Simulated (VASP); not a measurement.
GaBiSe4:

```
Ga Bi Se
1.0
    -2.85000    3.35000    4.10000
     2.85000   -3.35000    4.10000
     2.85000    3.35000   -4.10000
Ga Bi Se
1 1 4
Direct
  0.00000 0.00000 0.00000
  0.50000 0.00000 0.50000
  0.92500 0.93000 0.53500
  0.07500 0.61000 0.00500
  0.60500 0.07000 0.99500
  0.39500 0.39000 0.46500
```

The cell was built by a generator and needn't be a form met in nature.

```yaml
Program: VASP 6.6.1
Task: relaxation of cell and atoms
Functional: PBE
Potentials_or_basis: VASP PAW PBE potentials, release 64 (Ga_d, Bi_d, Se)
Cutoff: 520 eV
k_mesh: 3 × 3 × 3
Occupations: gaussian, width 0.15 eV
Spin: no spin polarisation
```

At the start: pressure 9.0 GPa; volume 26.10 Å³/atom.

**Question.** How do energy, volume and symmetry change on relaxing?

**Answer.** Over 16 steps the energy falls by 169.2 meV/atom and the volume is 35.67 Å³/atom (+36.7 %); space group I222 (No. 23, to 0.05 Å).

The path:
```csv
step,energy change (eV),largest force (eV/Å),pressure (GPa),volume (Å³)
1,0.0000,1.2747,9.05,156.58
2,-0.5376,0.7607,-3.13,192.33
3,-0.6883,0.4524,-0.26,179.21
4,-0.7567,0.3887,-0.11,179.28
5,-0.8515,0.2421,0.73,179.15
6,-0.8833,0.3012,-0.01,184.52
7,-0.8939,0.3669,-0.59,189.53
8,-0.9193,0.2817,-0.21,190.50
9,-0.9385,0.2938,0.68,192.47
10,-0.9564,0.2865,0.48,196.02
11,-0.9741,0.2751,0.31,200.80
12,-0.9870,0.2529,0.24,210.58
13,-1.0082,0.1159,-0.26,214.16
14,-1.0100,0.1200,-0.44,215.33
15,-1.0133,0.0818,0.37,213.14
16,-1.0153,0.0574,0.06,213.99
```

Final structure:
```xyz
6
Lattice="-3.3799 3.3183 4.7700 3.3799 -3.3183 4.7700 3.3799 3.3183 -4.7700" Properties=species:S:1:pos:R:3 pbc="T T T"
Ga    0.0000    0.0000    0.0000
Bi    0.0000    3.3183    0.0000
Se    1.9101    1.7987    6.0255
Se    1.9101   -1.7987    3.5145
Se    1.4698    5.1170   -1.2555
Se    1.4698    1.5197    1.2555
```

Caveat: the k mesh is coarse (spacing up to 0.48 Å⁻¹), so the values aren't converged; the volume moved by over 15 % at a fixed basis, so the end points are rough; the relaxation stopped at a loose force limit of 0.08 eV/Å, so its end isn't a converged minimum.
